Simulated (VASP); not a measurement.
Computed with LDA (Ceperley-Alder, Perdew-Zunger), VASP's LDA PAW potentials (set 64) (plane waves; VASP 6.6.1).

A VASP calculation is set up with these files.

### KPOINTS
```
K-points
0
G
15 15 9
```

**INCAR**
```
SYSTEM = Co
PREC = Accurate; ENCUT = 400; LREAL = .FALSE.
LASPH = .TRUE.
EDIFF = 1E-6; NELM = 100; ALGO = Normal
LMAXMIX = 4
ISMEAR = 1; SIGMA = 0.1
ISPIN = 2; MAGMOM = 2*1.5
IBRION = 2; NSW = 60; ISIF = 3
EDIFFG = -0.01
LWAVE = .FALSE.; LCHARG = .FALSE.; LORBIT = 10
```

File POSCAR:
```
Co
1.0
  1.2126392453  -2.1003529965   0.0000000000
  1.2126392453   2.1003529965   0.0000000000
  0.0000000000   0.0000000000   3.9115883644
Co
2
direct
  0.3333330000   0.6666670000   0.2500000000
  0.6666670000   0.3333330000   0.7500000000
```

POTCAR, in this order: Co (LDA.64 set). Program: vasp_std.

Output

**OUTCAR**
```
 ion  position               nearest neighbor table
   1  0.333  0.667  0.250-   2 2.41   2 2.41   2 2.41   2 2.41   2 2.41   2 2.41
   2  0.667  0.333  0.750-   1 2.41   1 2.41   1 2.41   1 2.41   1 2.41   1 2.41
  LATTYP: Found a hexagonal cell.
 ALAT       =     2.4252786745
 C/A-ratio  =     1.6128407863
 Subroutine PRICEL returns:
 Original cell was already a primitive cell.
 Subroutine GETGRP returns: Found 24 space group operations
The static configuration has the point symmetry D_3d.
 The point group associated with its full space group is D_6h.
The dynamic configuration has the point symmetry D_3d.
The overall configuration has the point symmetry D_3d.
 Subroutine INISYM returns: Found 24 space group operations
 Subroutine IBZKPT returns following result:
 Found    135 irreducible k-points:

 Following reciprocal coordinates:
            Coordinates               Weight
  0.000000  0.000000  0.000000      1.000000
  0.066667 -0.000000  0.000000      6.000000
  0.133333 -0.000000  0.000000      6.000000
  0.200000 -0.000000  0.000000      6.000000
  0.266667 -0.000000  0.000000      6.000000
  0.333333  0.000000  0.000000      6.000000
  0.400000  0.000000  0.000000      6.000000
  0.466667  0.000000  0.000000      6.000000
  0.066667  0.066667  0.000000      6.000000
  0.133333  0.066667  0.000000     12.000000
  0.200000  0.066667  0.000000     12.000000
  0.266667  0.066667  0.000000     12.000000
  0.333333  0.066667  0.000000     12.000000
  0.400000  0.066667  0.000000     12.000000
  0.466667  0.066667  0.000000      6.000000
  0.133333  0.133333  0.000000      6.000000
  0.200000  0.133333  0.000000     12.000000
  0.266667  0.133333  0.000000     12.000000
  0.333333  0.133333  0.000000     12.000000
  0.400000  0.133333  0.000000     12.000000
  0.200000  0.200000  0.000000      6.000000
  0.266667  0.200000  0.000000     12.000000
  0.333333  0.200000  0.000000     12.000000
  0.400000  0.200000  0.000000      6.000000
  0.266667  0.266667  0.000000      6.000000
  0.333333  0.266667  0.000000     12.000000
  0.333333  0.333333  0.000000      2.000000
  0.000000  0.000000  0.111111      2.000000
  0.066667 -0.000000  0.111111     12.000000
  0.133333 -0.000000  0.111111     12.000000
  0.200000 -0.000000  0.111111     12.000000
  0.266667 -0.000000  0.111111     12.000000
  0.333333  0.000000  0.111111     12.000000
  0.400000  0.000000  0.111111     12.000000
  0.466667  0.000000  0.111111     12.000000
  0.066667  0.066667  0.111111     12.000000
  0.133333  0.066667  0.111111     24.000000
  0.200000  0.066667  0.111111     24.000000
  0.266667  0.066667  0.111111     24.000000
  0.333333  0.066667  0.111111     24.000000
   k-points           NKPTS =    135   k-points in BZ     NKDIM =    135   number of bands    NBANDS=     15
   number of dos      NEDOS =    301   number of ions     NIONS =      2
   total plane-waves  NPLWV =   7168
   dimension x,y,z NGX =    16 NGY =   16 NGZ =   28
   dimension x,y,z NGXF=    32 NGYF=   32 NGZF=   56
   ions per type =               2
   PREC   = accura    normal or accurate (medium, high low for compatibility)
   ISTART =      0    job   : 0-new  1-cont  2-samecut
   ICHARG =      2    charge: 1-file 2-atom 10-const
   ISPIN  =      2    spin polarized calculation?
   LNONCOLLINEAR =      F non collinear calculations
   LSORBIT =      F    spin-orbit coupling
   INIWAV =      1    electr: 0-lowe 1-rand  2-diag
   ENCUT  =  400.0 eV  29.40 Ry    5.42 a.u.   3.96  3.96  6.38*2*pi/ulx,y,z
   NELM   =    100;   NELMIN=  2; NELMDL= -5     # of ELM steps
   EDIFF  = 0.1E-05   stopping-criterion for ELM
...
```

### OSZICAR
```
       N       E                     dE             d eps       ncg     rms          rms(c)
DAV:   1     0.677167040820E+02    0.67717E+02   -0.70554E+03  8396   0.136E+03
DAV:   2    -0.167279149714E+02   -0.84445E+02   -0.77973E+02  8142   0.241E+02
DAV:   3    -0.186282940127E+02   -0.19004E+01   -0.18487E+01  9836   0.505E+01
DAV:   4    -0.186605897884E+02   -0.32296E-01   -0.32288E-01 11621   0.502E+00
DAV:   5    -0.186608688517E+02   -0.27906E-03   -0.27905E-03 10183   0.446E-01    0.164E+01
DAV:   6    -0.166365347075E+02    0.20243E+01   -0.13041E+01  8842   0.768E+01    0.753E+00
DAV:   7    -0.162872299707E+02    0.34930E+00   -0.17563E+00  9290   0.267E+01    0.391E+00
DAV:   8    -0.162671199446E+02    0.20110E-01   -0.15096E-02 11563   0.137E+00    0.216E+00
DAV:   9    -0.162512533269E+02    0.15867E-01   -0.33330E-03 12466   0.879E-01    0.680E-01
DAV:  10    -0.162515311560E+02   -0.27783E-03   -0.23626E-04 10997   0.218E-01    0.483E-01
DAV:  11    -0.162519488532E+02   -0.41770E-03   -0.42478E-04  9935   0.356E-01    0.700E-02
DAV:  12    -0.162519540163E+02   -0.51631E-05   -0.23792E-05 10221   0.576E-02    0.199E-02
DAV:  13    -0.162519510192E+02    0.29971E-05   -0.20623E-06  6084   0.240E-02    0.110E-02
DAV:  14    -0.162519521447E+02   -0.11254E-05   -0.60678E-07  5179   0.128E-02    0.636E-03
DAV:  15    -0.162519519030E+02    0.24169E-06   -0.18151E-07  4519   0.769E-03
   1 F= -.16251952E+02 E0= -.16251703E+02  d E =-.162520E+02  mag=     2.9800
       N       E                     dE             d eps       ncg     rms          rms(c)
DAV:   1    -0.162545485857E+02   -0.25964E-02   -0.32187E-02  8233   0.338E+00    0.420E-01
DAV:   2    -0.162524459778E+02    0.21026E-02   -0.11229E-02  8989   0.225E+00    0.248E-01
DAV:   3    -0.162520006036E+02    0.44537E-03   -0.12577E-03  8989   0.745E-01    0.114E-01
DAV:   4    -0.162519590831E+02    0.41521E-04   -0.16625E-05 10147   0.506E-02    0.401E-02
DAV:   5    -0.162519242146E+02    0.34869E-04   -0.79782E-06 12277   0.384E-02    0.705E-03
DAV:   6    -0.162519240942E+02    0.12040E-06   -0.77679E-07  4691   0.126E-02
   2 F= -.16251924E+02 E0= -.16251707E+02  d E =0.278088E-04  mag=     2.9692
       N       E                     dE             d eps       ncg     rms          rms(c)
DAV:   1    -0.162528525625E+02   -0.92835E-03   -0.10541E-02  8261   0.194E+00    0.240E-01
DAV:   2    -0.162521607797E+02    0.69178E-03   -0.36811E-03  8989   0.129E+00    0.142E-01
DAV:   3    -0.162520166939E+02    0.14409E-03   -0.40922E-04  8926   0.425E-01    0.658E-02
DAV:   4    -0.162520027123E+02    0.13982E-04   -0.52921E-06  9817   0.284E-02    0.232E-02
DAV:   5    -0.162519905407E+02    0.12172E-04   -0.20767E-06  7907   0.222E-02    0.409E-03
DAV:   6    -0.162519906471E+02   -0.10636E-06   -0.98547E-07  5306   0.122E-02
   3 F= -.16251991E+02 E0= -.16251754E+02  d E =-.387441E-04  mag=     2.9752
```

**OUTCAR**
```
------------------------ aborting loop because EDIFF is reached ----------------------------------------
  FORCE on cell =-STRESS in cart. coord.  units (eV):
  Direction    XX          YY          ZZ          XY          YZ          ZX
  --------------------------------------------------------------------------------------
  Total        0.0117364      0.0117364     -0.0062810      0.0000000      0.0000000     -0.0000000
  in kB        0.9451249      0.9451251     -0.5058013      0.0000000      0.0000000     -0.0000000
  external PRESSURE =       0.4614829 kB  Pullay stress =       0.0000000 kB
  volume of cell :       19.90
      direct lattice vectors                 reciprocal lattice vectors
     1.212146832 -2.099500111 -0.000000000     0.412491281 -0.238151928  0.000000000
     1.212146832  2.099500111  0.000000000     0.412491281  0.238151928  0.000000000
     0.000000000  0.000000000  3.908909199    -0.000000000 -0.000000000  0.255825845
 POSITION                                       TOTAL-FORCE (eV/Angst)
 -----------------------------------------------------------------------------------
      1.21215      0.69983      0.97723        -0.000000     -0.000000      0.000000
      1.21215     -0.69983      2.93168         0.000000      0.000000      0.000000
 -----------------------------------------------------------------------------------
    total drift:                                0.000022     -0.000006     -0.000030
  FREE ENERGIE OF THE ION-ELECTRON SYSTEM (eV)
  ---------------------------------------------------
  free  energy   TOTEN  =       -16.2519906471 eV

  energy  without entropy=      -16.2512810177  energy(sigma->0) =      -16.25175410

 total charge

# of ion       s       p       d       tot
------------------------------------------
    1        0.526   0.595   7.340   8.462
    2        0.526   0.595   7.340   8.462
--------------------------------------------------
tot          1.053   1.190  14.681  16.924

 magnetization (x)

# of ion       s       p       d       tot
------------------------------------------
    1       -0.013  -0.037   1.530   1.479
    2       -0.013  -0.037   1.530   1.479
--------------------------------------------------
tot         -0.026  -0.075   3.059   2.959

 reached required accuracy - stopping structural energy minimisation
```
(Selected blocks of OUTCAR.)

CONTCAR:
```
Co
   1.00000000000000
     1.2121468319424846   -2.0995001112877256   -0.0000000000000000
     1.2121468319424846    2.0995001112877256    0.0000000000000000
     0.0000000000000000    0.0000000000000000    3.9089091990785523
  Co
     2
Direct
     0.3333330000000032    0.6666669999999968    0.2500000000000000
     0.6666669999999968    0.3333330000000032    0.7500000000000000
```

OUTCAR:
```
 val. band max:       11.1731383138   @ k =   0.1333   0.1333   0.1111

 cond. band min:      11.1759895060   @ k =   0.3333   0.0667   0.2222


 Fermi energy:        11.1754600790

 spin component 1

 k-point     1 :       0.0000    0.0000    0.0000
  band No.  band energies     occupation
      1       1.7804      1.00000
      2       5.7209      1.00000
      3       8.6236      1.00000
      4       8.6367      1.00000
      5       8.6367      1.00000
      6       9.0086      1.00000
      7       9.0086      1.00000
      8       9.4083      1.00000
      9       9.4083      1.00000
     10      10.7018      1.00000
     11      10.7018      1.00000
     12      11.1256      0.86908
     13      18.5022      0.00000
     14      33.8715      0.00000
     15      37.2325      0.00000

 k-point     2 :       0.0667   -0.0000    0.0000
  band No.  band energies     occupation
      1       1.9470      1.00000
      2       5.8253      1.00000
      3       8.4215      1.00000
      4       8.7211      1.00000
      5       8.8125      1.00000
      6       8.9678      1.00000
      7       9.0829      1.00000
      8       9.3046      1.00000
      9       9.3538      1.00000
     10       9.9011      1.00000
     11      10.7262      1.00000
     12      12.1352     -0.00000
     13      18.5228      0.00000
     14      32.8978      0.00000
     15      35.0551      0.00000

 k-point     3 :       0.1333   -0.0000    0.0000
  band No.  band energies     occupation
      1       2.4348      1.00000
      2       6.1052      1.00000
      3       8.1672      1.00000
      4       8.7443      1.00000
      5       8.8215      1.00000
      6       8.9639      1.00000
      7       9.0634      1.00000
      8       9.2109      1.00000
      9       9.2969      1.00000
     10       9.4451      1.00000
     11      10.7836      1.00000
     12      13.4702      0.00000
     13      18.5935      0.00000
...
```

The compound is Co in the hcp structure. This run relaxes it. Symmetry was kept, so distortions that lower it aren't found. The start is the result of an earlier pass.
